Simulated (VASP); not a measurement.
Input:

```yaml
crystal:
  lattice:
    - [0.00000, 3.55448, 3.55448]
    - [3.55448, 0.00000, 3.55448]
    - [3.55448, 3.55448, 0.00000]
  atoms:
    - { symbol: K, position: [0.00000, 0.00000, 0.00000] }
    - { symbol: I, position: [0.50000, 0.50000, 0.50000] }
```

All values below come from HSE06 screened hybrid, VASP's PBE PAW potentials (set 64) (plane waves; VASP 6.6.1). Numerical set-up: 300 eV cut-off, 7×7×7 Γ-centred mesh, Gaussian smearing of 0.010 eV, potentials K_sv I.

Unless said otherwise, spin-orbit coupling is left out, though it shifts the bands of the heavy elements here.

Task: What does the run give for the energy per atom (σ→0), band gap (on the k-mesh) with the smallest direct gap where there is one?

Result: 
```
Item                                         Result
-----------------------------------  --------------
band gap (on the k-mesh)                    4.93 eV
smallest direct gap (on the k-mesh)         4.93 eV
energy per atom (σ→0)                -3.209 eV/atom
```

Only differences to runs with the same potentials and settings are physical.

The structure comes from a computed database's KI entry; how it stands against other phases isn't given here. The cell was not relaxed at this level.
